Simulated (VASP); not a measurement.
All values below come from r2SCAN meta-GGA, VASP's PBE PAW potentials (set 64) (plane waves; VASP 6.6.1).

VASP input:

KPOINTS_OPT:
```
k-points along high-symmetry lines
6
Line-mode
Reciprocal
  0.000000   0.000000   0.000000 ! GAMMA
  0.500000   0.000000   0.000000 ! M

  0.500000   0.000000   0.000000 ! M
  0.333333   0.333333   0.000000 ! K

  0.333333   0.333333   0.000000 ! K
  0.000000   0.000000   0.000000 ! GAMMA

  0.000000   0.000000   0.000000 ! GAMMA
  0.000000   0.000000   0.500000 ! A

  0.000000   0.000000   0.500000 ! A
  0.500000   0.000000   0.500000 ! L

  0.500000   0.000000   0.500000 ! L
  0.333333   0.333333   0.500000 ! H

  0.333333   0.333333   0.500000 ! H
  0.000000   0.000000   0.500000 ! A

  0.500000   0.000000   0.500000 ! L
  0.500000   0.000000   0.000000 ! M

  0.333333   0.333333   0.500000 ! H
  0.333333   0.333333   0.000000 ! K
```

INCAR:
```
SYSTEM = CdS
PREC = Accurate
ENCUT = 400
EDIFF = 1E-7
NELM = 100
ALGO = Normal
LREAL = .FALSE.
LASPH = .TRUE.
ISMEAR = -5
METAGGA = R2SCAN
LMIXTAU = .TRUE.
LMAXMIX = 4
LWAVE = .FALSE.
LCHARG = .FALSE.
LORBIT = 11
NEDOS = 601
ISIF = 2
```

File POSCAR:
```
CdS
1
    4.1545611433     0.0000000000     0.0000000000
   -2.0772805717     3.5979560074     0.0000000000
    0.0000000000     0.0000000000     6.7819287780
Cd S
2 2
Direct
  0.3333330000   0.6666670000   0.9998485558
  0.6666670000   0.3333330000   0.4998485558
  0.3333330000   0.6666670000   0.3751514442
  0.6666670000   0.3333330000   0.8751514442
```

### KPOINTS
```
Automatic mesh
0
Gamma
7 7 4
0 0 0
```

POTCAR, in this order: Cd S (PBE.64 set). Program: vasp_std.

The resulting files:

OSZICAR:
```
       N       E                     dE             d eps       ncg     rms          rms(c)
DAV:   1     0.164998367496E+03    0.16500E+03   -0.15701E+04  1056   0.125E+03
DAV:   2    -0.578810067874E+02   -0.22288E+03   -0.21890E+03  1182   0.336E+02
DAV:   3    -0.696306794253E+02   -0.11750E+02   -0.11712E+02  1254   0.789E+01
DAV:   4    -0.697512712153E+02   -0.12059E+00   -0.12053E+00  1242   0.792E+00
DAV:   5    -0.697533419886E+02   -0.20708E-02   -0.20706E-02  1272   0.988E-01    0.110E+01
DAV:   6    -0.626350695921E+02    0.71183E+01   -0.73479E+00  1194   0.378E+01    0.121E+01
DAV:   7    -0.604204898098E+02    0.22146E+01   -0.85621E-01  1116   0.933E+00    0.883E+00
DAV:   8    -0.614164122960E+02   -0.99592E+00   -0.62183E-01  1056   0.805E+00    0.106E+00
DAV:   9    -0.584019150651E+02    0.30145E+01   -0.12232E+00  1092   0.770E+00    0.112E+00
DAV:  10    -0.588697885930E+02   -0.46787E+00   -0.14924E-01  1062   0.288E+00    0.815E-01
DAV:  11    -0.588668041572E+02    0.29844E-02   -0.20502E-03  1314   0.344E-01    0.818E-01
DAV:  12    -0.589276838528E+02   -0.60880E-01   -0.31179E-03  1092   0.397E-01    0.663E-01
DAV:  13    -0.593718134304E+02   -0.44413E+00   -0.45235E-01  1116   0.412E+00    0.604E-01
DAV:  14    -0.593608068235E+02    0.11007E-01   -0.16744E-02  1206   0.919E-01    0.468E-01
DAV:  15    -0.593520410586E+02    0.87658E-02   -0.51850E-03  1080   0.589E-01    0.202E-01
DAV:  16    -0.593786013027E+02   -0.26560E-01   -0.27785E-02  1056   0.113E+00    0.235E-01
DAV:  17    -0.593785331694E+02    0.68133E-04   -0.13345E-03  1224   0.233E-01    0.287E-01
DAV:  18    -0.593776153495E+02    0.91782E-03   -0.70160E-04  1062   0.236E-01    0.320E-01
DAV:  19    -0.593772232465E+02    0.39210E-03   -0.11449E-03  1068   0.286E-01    0.317E-01
DAV:  20    -0.593772314068E+02   -0.81603E-05   -0.74051E-05  1326   0.729E-02    0.301E-01
DAV:  21    -0.593766798013E+02    0.55161E-03   -0.17442E-04  1080   0.944E-02    0.306E-01
DAV:  22    -0.593769365422E+02   -0.25674E-03   -0.65235E-05  1068   0.591E-02    0.374E-01
DAV:  23    -0.593770350535E+02   -0.98511E-04   -0.99458E-06  1140   0.208E-02    0.414E-01
DAV:  24    -0.593773960541E+02   -0.36100E-03   -0.29601E-05  1068   0.597E-02    0.372E-01
DAV:  25    -0.593773262576E+02    0.69797E-04   -0.36401E-04  1062   0.117E-01    0.250E-01
DAV:  26    -0.593774171785E+02   -0.90921E-04   -0.34559E-04  1104   0.119E-01    0.220E-01
DAV:  27    -0.593775960114E+02   -0.17883E-03   -0.40057E-05  1080   0.602E-02    0.252E-01
DAV:  28    -0.593775923781E+02    0.36334E-05   -0.58215E-06  1284   0.166E-02    0.245E-01
DAV:  29    -0.593777235356E+02   -0.13116E-03   -0.85870E-05  1086   0.538E-02    0.125E-01
DAV:  30    -0.593777659220E+02   -0.42386E-04   -0.16275E-04  1092   0.832E-02    0.973E-02
DAV:  31    -0.593777691396E+02   -0.32176E-05   -0.12174E-04  1056   0.887E-02    0.330E-02
DAV:  32    -0.593777748157E+02   -0.56760E-05   -0.57129E-05  1056   0.619E-02    0.172E-02
DAV:  33    -0.593777792213E+02   -0.44056E-05   -0.72908E-06  1212   0.244E-02    0.291E-02
DAV:  34    -0.593777836426E+02   -0.44213E-05   -0.13638E-06  1112   0.883E-03    0.295E-02
DAV:  35    -0.593777882916E+02   -0.46490E-05   -0.14708E-06  1080   0.955E-03    0.341E-02
DAV:  36    -0.593777883139E+02   -0.22304E-07   -0.56559E-07  1068   0.702E-03
   1 F= -.59377788E+02 E0= -.59377788E+02  d E =0.000000E+00
       N       E                     dE             ncg
       N       E                     dE             ncg
       N       E                     dE             ncg
```

OUTCAR:
```
------------------------ aborting loop because EDIFF is reached ----------------------------------------
  FORCE on cell =-STRESS in cart. coord.  units (eV):
  Direction    XX          YY          ZZ          XY          YZ          ZX
  --------------------------------------------------------------------------------------
  Total        0.0198580      0.0198580     -0.0344231     -0.0000000      0.0000000      0.0000000
  in kB        0.3138421      0.3138422     -0.5440337     -0.0000000      0.0000000      0.0000000
  external PRESSURE =       0.0278835 kB  Pullay stress =       0.0000000 kB
  volume of cell :      101.38
      direct lattice vectors                 reciprocal lattice vectors
     4.154561143  0.000000000  0.000000000     0.240699310  0.138967791  0.000000000
    -2.077280572  3.597956007  0.000000000     0.000000000  0.277935583  0.000000000
     0.000000000  0.000000000  6.781928778     0.000000000  0.000000000  0.147450679
  FREE ENERGIE OF THE ION-ELECTRON SYSTEM (eV)
  ---------------------------------------------------
  free  energy   TOTEN  =       -59.3777883139 eV

  energy  without entropy=      -59.3777883139  energy(sigma->0) =      -59.37778831

 total charge

# of ion       s       p       d       tot
------------------------------------------
    1        0.401   0.308   9.579  10.287
    2        0.401   0.308   9.579  10.287
    3        1.311   2.424   0.000   3.734
    4        1.311   2.424   0.000   3.734
--------------------------------------------------
tot          3.423   5.463  19.157  28.043
```
(Selected blocks of OUTCAR.)

The structure was generated: CdS was put into the wurtzite type (P6_3mc), which need not be its known phase. It was relaxed first, which changed the volume by +7 %.
